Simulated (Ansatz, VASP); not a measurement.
# AsP (puckered PAs, 2 layers, AB): VASP beside Ansatz

Aim: how closely do two programs agree when they are given the same cell, functional and k mesh? The structure shown is the start of the Ansatz relaxation below; VASP solves that cell, so the two are compared at the walk's first step.

Method: plane waves, with VASP 6.6.1 beside it; single point at r2SCAN with D4, in Ansatz 0.2.0.

### Step 1. The structure

The cell holds 8 atoms: 4 P and 4 As. Cell: a = 4.690 Å, b = 3.500 Å, c = 46.820 Å, α = 90.0°, β = 90.0°, γ = 90.0°. Vacuum lies along c.

### Step 2. Ansatz: relaxation, r2SCAN with D4

Ansatz runs on its default PAW (the set named soft_2) files.

The two programs are compared at the cell with which this relaxation starts, whose forces are those of its first step.

Contents of input.yaml:

```yaml
crystal:
  lattice:
    - [4.69, 0.0, 0.0]
    - [0.0, 3.5, 0.0]
    - [0.0, 0.0, 46.8200000012]
  atoms:
    - { symbol: P, position: [0.09, 0.0, 0.4154207603] }
    - { symbol: As, position: [0.41, 0.5, 0.4175565997] }
    - { symbol: As, position: [0.91, 0.0, 0.4636907304] }
    - { symbol: P, position: [0.59, 0.5, 0.4658265698] }
    - { symbol: P, position: [0.09, 0.5, 0.5341734302] }
    - { symbol: As, position: [0.41, 0.0, 0.5363092696] }
    - { symbol: As, position: [0.91, 0.5, 0.5824434003] }
    - { symbol: P, position: [0.59, 0.0, 0.5845792397] }
  periodic: [true, true, false]
kpoints:
  mp_grid: { grid: [6, 8, 1] }
hamiltonian:
  xc: r2scan
  dispersion: d4
scf:
  occupations: { method: fermi_dirac, width: 0.05 }
  convergence: { dr2_threshold: 1.0e-09 }
relax:
  f_tol: 0.015
  max_steps: 90
  cell: {}
output:
  write_potential: true
  write_density: true
  volumetric_format: npy
```

Started as:

```sh
> ansatz run input.yaml --threads 4 --pin off --max-ram 6144MiB --backend cpu --events-out ev --progress --plain --runs-dir out
```

Numbers of over 12 decimals in the logs are rounded to 6 here.

What it wrote:

```text
Warning: relax.cell: scf.convergence.dr2_threshold = 1e-9 eV is looser than the 2.49123086576e-10 eV advised for a relaxation that steers and ends on the stress (1e-10 eV for each atom of the cell: 8, times the square of relax.cell.stress_2d_tol = 0.05 N/m over 17.9 Å (the atoms' height at the walk's start and 5 Å past either face), 2.790e-2 GPa, over a crystal's default 0.05). What an SCF threshold leaves in a stress goes as its square root, and in the free energy as the threshold itself, and one threshold admits the most on a small cell: [figures from the program's tests cut] Set scf.convergence.dr2_threshold to 2.49123086576e-10 eV or tighter. [rest of the remark cut]
Engine: ansatz 0.2.0, aarch64-unknown-linux-gnu
Pseudopotentials: kind: paw
Pseudopotential: P, paw, valence charge 5, recommended cutoff 500 eV (meta_gga), P.paw.azcp
Pseudopotential: As, paw, valence charge 15, recommended cutoff 500 eV (meta_gga), As.paw.azcp
Functional definition: r2SCAN
  parameter k0 = 0.174
  parameter k1 = 0.065
  parameter a1 = 4.9479
  exchange = r2scan_x(k0 = k0, k1 = k1, a1 = a1)
  correlation = r2scan_c
Crystal: 8 atoms, lattice volume = 768.550 Å³
Basis set: ecut = 500 eV, 19615 PW (Γ), exchange–correlation on 144×108×1440 points (64 copies of the dense FFT grid, shifted against one another)
Bands: 48, of which v1, the nominal top of the filled ones, is band 40 counted from 1 (39 counted from 0)
Symmetry: 4 space group operations
Space group: Pmc21 (ITA 26), of the structure as read, at distance tolerance 9.2e-5 Å
k-points: 20 of 48 (time reversal used)
Non-local potential: P, projectors of the file, l = 0: 2, l = 1: 2, l = 2: 2
Non-local potential: As, projectors of the file, l = 0: 2, l = 1: 2, l = 2: 3, l = 3: 1
PAW form: soft (Blöchl's): semilocal exchange-correlation on the pseudo side does not see the compensation charge
PAW frozen core: P, regenerated for the run's functional (the file was generated under x = pbe(κ = 0.804, μ = 0.219515), c = pbe(β = 0.066725))
PAW frozen core: As, regenerated for the run's functional (the file was generated under x = pbe(κ = 0.804, μ = 0.219515), c = pbe(β = 0.066725))
PAW one-centre angular grid: P, 302 points (default); XC on 160 Gauss nodes
PAW one-centre angular grid: As, 590 points (default); XC on 160 Gauss nodes
Initial density: superposition of atomic densities (neutral atoms: chi_scale 0, normalization atom), corrected by the library's trained network
Initial wavefunctions: pseudopotential atomic-orbital guess
Functional: x = r2scan, c = r2scan; τ floored in thin density (d = 2e-4 eV/Å³)
SCF iter   1: F=—  HF=-22495.119643 eV  |F-HF|=—  |Δ(HF+E_count)|=         —  Δρ=2.67e-3  dr2=1.25e-1  dr2_τ=3.22e-2  ethr=1.77e-3  ⟨swp⟩=11.1  Hψ=4886  notcnv=0
preconditioner: auto → Resta (q_TF=auto, 1.871 Å⁻¹)  ε∞=1.9  [insulator: Δε(μ)=0.707 eV  Ē_g=9.109 eV  σ=0.050 eV  W_gap=1.00  n_scr=78 (ndim 8)  ℏωp=8.5 eV  f_vac=0.746  D(μ)=0.00/eV (n_scr^D=0)  ε∞_Penn≈1.9  vacuum switching on, ρ_ref=6.0e-3 e/Å³]
SCF iter   2: F=—  HF=-22495.139134 eV  |F-HF|=—  |Δ(HF+E_count)|=   1.95e-2  Δρ=1.33e-3  dr2=7.17e-2  dr2_τ=8.19e-4  ethr=1.57e-4  ⟨swp⟩=4.9  Hψ=2666  notcnv=0  defer=32
SCF iter   3: F=—  HF=-22495.134272 eV  |F-HF|=—  |Δ(HF+E_count)|=   4.86e-3  Δρ=8.10e-4  dr2=2.32e-2  dr2_τ=1.81e-4  ethr=8.96e-5  ⟨swp⟩=3.3  Hψ=1411  notcnv=0  defer=32
SCF iter   4: F=—  HF=-22495.132749 eV  |F-HF|=—  |Δ(HF+E_count)|=   1.52e-3  Δρ=4.48e-4  dr2=2.90e-3  dr2_τ=1.84e-5  ethr=2.90e-5  ⟨swp⟩=2.5  Hψ=1081  notcnv=0  defer=32
SCF iter   5: F=—  HF=-22495.132916 eV  |F-HF|=—  |Δ(HF+E_count)|=   1.67e-4  Δρ=1.39e-4  dr2=2.62e-4  dr2_τ=3.62e-6  ethr=3.63e-6  ⟨swp⟩=2.7  Hψ=1298  notcnv=0  defer=32
SCF iter   6: F=—  HF=-22495.132969 eV  |F-HF|=—  |Δ(HF+E_count)|=   5.25e-5  Δρ=2.30e-5  dr2=5.05e-6  dr2_τ=1.09e-7  ethr=3.27e-7  ⟨swp⟩=3.3  Hψ=1824  notcnv=0  defer=32
SCF iter   7: F=—  HF=-22495.132889 eV  |F-HF|=—  |Δ(HF+E_count)|=   8.04e-5  Δρ=6.65e-6  dr2=4.18e-7  dr2_τ=1.27e-8  ethr=6.31e-9  ⟨swp⟩=3.2  Hψ=2007  notcnv=0  defer=32
SCF iter   8: F=—  HF=-22495.132889 eV  |F-HF|=—  |Δ(HF+E_count)|=   6.67e-7  Δρ=1.76e-6  dr2=4.15e-8  dr2_τ=9.38e-10  ethr=5.22e-10  ⟨swp⟩=2.9  Hψ=1914  notcnv=0  defer=32
SCF iter   9: F=—  HF=-22495.132889 eV  |F-HF|=—  |Δ(HF+E_count)|=   2.36e-8  Δρ=6.04e-7  dr2=5.00e-9  dr2_τ=1.57e-10  ethr=5.19e-11  ⟨swp⟩=3.1  Hψ=2068  notcnv=0  defer=32
[...]
preconditioner: auto → Resta (q_TF=auto, 1.879 Å⁻¹)  ε∞=1.9  [insulator: Δε(μ)=0.630 eV  Ē_g=9.104 eV  σ=0.050 eV  W_gap=1.00  n_scr=80 (ndim 8)  ℏωp=8.6 eV  f_vac=0.747  D(μ)=0.00/eV (n_scr^D=0)  ε∞_Penn≈1.9  vacuum switching on, ρ_ref=6.0e-3 e/Å³]
SCF iter   2: F=—  HF=-22495.349602 eV  |F-HF|=—  |Δ(HF+E_count)|=   8.59e-5  Δρ=3.19e-6  dr2=1.46e-8  dr2_τ=9.94e-9  ethr=4.70e-11  ⟨swp⟩=5.2  Hψ=3371  notcnv=0
SCF iter   3: F=—  HF=-22495.349602 eV  |F-HF|=—  |Δ(HF+E_count)|=   9.27e-8  Δρ=1.36e-6  dr2=2.98e-9  dr2_τ=1.71e-9  ethr=1.83e-11  ⟨swp⟩=2.6  Hψ=1416  notcnv=0
SCF iter   4: F=—  HF=-22495.349602 eV  |F-HF|=—  |Δ(HF+E_count)|=   1.97e-8  Δρ=3.09e-7  dr2=2.94e-9  dr2_τ=6.78e-11  ethr=1.25e-12  ⟨swp⟩=17.1  Hψ=7511  notcnv=0
SCF iter   5: F=-22495.349602 eV  HF=-22495.349602 eV  |F-HF|=2.04e-10  |Δ(HF+E_count)|=  1.89e-10  Δρ=1.55e-7  dr2=6.17e-10  dr2_τ=1.36e-11  ethr=1.25e-12  ⟨swp⟩=8.2  Hψ=5778  notcnv=0
SCF 7 converged in 5 iterations: F = -22495.349602 eV  dr2 = 6.17e-10
relax step   7: F+E_penalty+E_count = -22495.34960208 eV  Δ(F+E_penalty+E_count) = +4.402e-4 eV  max|allowed force component| = 4.612e-3 eV/Å  Δτ_max = 0.0000 Å  P = +0.012 N/m  Ω = 750.080 Å³  fix = [c, alpha, beta]  reactions: c +0.000 N/m  stress off target by 2.95e-2 N/m on what of the cell is left free  SCF on the basis re-selected at this cell (its energy is not comparable with the rows above)  (5 SCF iters)
basis re-selected at this cell: Δ(F+E_penalty+E_count) = +4.402e-4 eV, ΔP = -0.001 N/m vs the last step (what re-selecting the basis moved, of the pressure what is left beyond the Pulay correction that the steps carried, after the strain that the cell walked since its last selection, with what the two solves' SCF thresholds leave and, on support functions, any second-order correction that the steps lacked; it is no m [...]
WARN: The output density's exchange-correlation potential varies sharply where the density is thin. Do not read a vacuum level from v_tot or v_xc, or from such a field of the output density. On a cell that repeats whose density bears no net charge and no dipole along the vacuum's axis use v_es (v_loc + v_h of the components); under efield.dipole_correction with no amplitude use v_es + v_field, which holds any externa [...]
SCF converged after 5 iterations
Free energy (F): -22495.349602 eV
Harris-Foulkes:  -22495.349602 eV  (|F-HF|=2.04e-10)
Internal energy: -22495.349539 eV  (E = F + TS)
E sigma→0 (E₀):  -22495.349571 eV
Entropy (-TS):   -0.000063 eV (-0.008 meV/atom)
Fermi energy:    -4.377282 eV
--- Per-component energies (eV) ---
  E_band       = -2110.297427
  E_kinetic    = 686.639546
  E_local      = -306829.066606  (includes V_loc(G=0)·N_el)
  E_nonlocal   = -2545.762186
  E_hartree    = 153146.142938
  E_xc         = -527.576791
  E_vxc        = -594.995298  (∫ρ·V_xc dr)
  E_paw        = -9692.941576  (= ΣΔE_a)
  E_vpaw       = 850.471861  (= ΣTr[D̂ρ^β])
  E_aug_tail   = -0.000021  (compensation charges beyond the density's cutoff)
  E_vtau       = 30.121886  (kinetic-family band-sum trace: ∫τ·v_τ [+ j·A + Jᵃ·Aᵃ] dr)
  E_ewald      = 143274.319194
  E_disp       = -0.911037  (pairwise vdW)
  E_core_change = -6.193000  (= ΣΔE_core)
  E_smearing   = -0.000063  (= −TS)
  E_closure    = -0.000000  (closes the sum)
  Σ components = -22495.349602   (vs F -22495.349602, Δ=0.00e0)
--- Forces (eV/Å), atoms counted from 1 ---
  atom   1  P     -0.00212764     0.00000000     0.00195584
  atom   2  As     0.00461201     0.00000000    -0.00227752
  atom   3  As    -0.00167018     0.00000000    -0.00152701
  atom   4  P     -0.00081286    -0.00000000     0.00409723
  atom   5  P     -0.00081286    -0.00000000    -0.00409723
  atom   6  As    -0.00167018     0.00000000     0.00152701
  atom   7  As     0.00461201     0.00000000     0.00227752
  atom   8  P     -0.00212764     0.00000000    -0.00195584
  max |Σ_I F_I| component: 2.67e-6 eV/Å
--- 2D stress c σ (N/m, compression-positive) ---
       -0.005471       0.000000       0.000000
        0.000000       0.029500       0.000000
        0.000000       0.000000       0.000000
  P = ½ c Tr σ = 0.0120 N/m
--- Band table (eV; the first three rows and the last of 20) ---
  k-point 0: bands = [... 36 lower, -6.4996, -6.4667, -5.4082, -4.6913, -4.0615, -3.4698, -2.9842, -2.8385, ... 4 higher]
  k-point 1: bands = [... 36 lower, -6.8580, -6.4229, -5.4274, -4.8594, -3.9118, -3.3460, -2.3632, -2.2362, ... 4 higher]
  k-point 2: bands = [... 36 lower, -6.7816, -6.3870, -5.6741, -5.4650, -3.7068, -3.6468, -3.2284, -2.6904, ... 4 higher]
  k-point 19: bands = [... 36 lower, -6.4309, -6.4309, -6.4135, -6.4135, -2.2179, -2.2179, -2.2140, -2.2140, ... 4 higher]
  the weakly bound empty levels are not read free of the cell's end (no_gap_told)
--- Relaxed structure (6 steps of the walk, 6 accepted, 1 SCFs on fresh bases) ---
  F+E_penalty+E_count = -22495.34960208 eV   max|allowed force component| = 4.612e-3 eV/Å   (the final SCF, on the basis selected at the relaxed cell)
  cell:  # Å, volume = 750.0803 Å³
    - [4.614998, 0.0, 0.0]
    - [0.0, 3.471402, 0.0]
    - [0.0, 0.0, 46.8200000012]
  atoms:
    - { symbol: P, position: [0.079265, 0, 0.418672] }
    - { symbol: As, position: [0.420416, 0.500000, 0.416872] }
    - { symbol: As, position: [0.921218, 0, 0.466687] }
    - { symbol: P, position: [0.579101, 0.500000, 0.464874] }
    - { symbol: P, position: [0.079101, 0.500000, 0.535126] }
    - { symbol: As, position: [0.421218, 0, 0.533313] }
    - { symbol: As, position: [0.920416, 0.500000, 0.583128] }
    - { symbol: P, position: [0.579265, 0, 0.581328] }
```

(Part 1 of 2 ends here.)

[Lines on the potential files, build, host, timing and source positions are cut from VASP's logs without a mark.]

[Logs are printed without paths, hosts, clocks, repeated set-up lines and the standing remarks that a program may print on its own settings, such as how far it seeks lower states.]

[Hosts, paths, dates, database ids (printed as entryN), source tags and the programs' standing remarks are cut or masked in the printed files.]
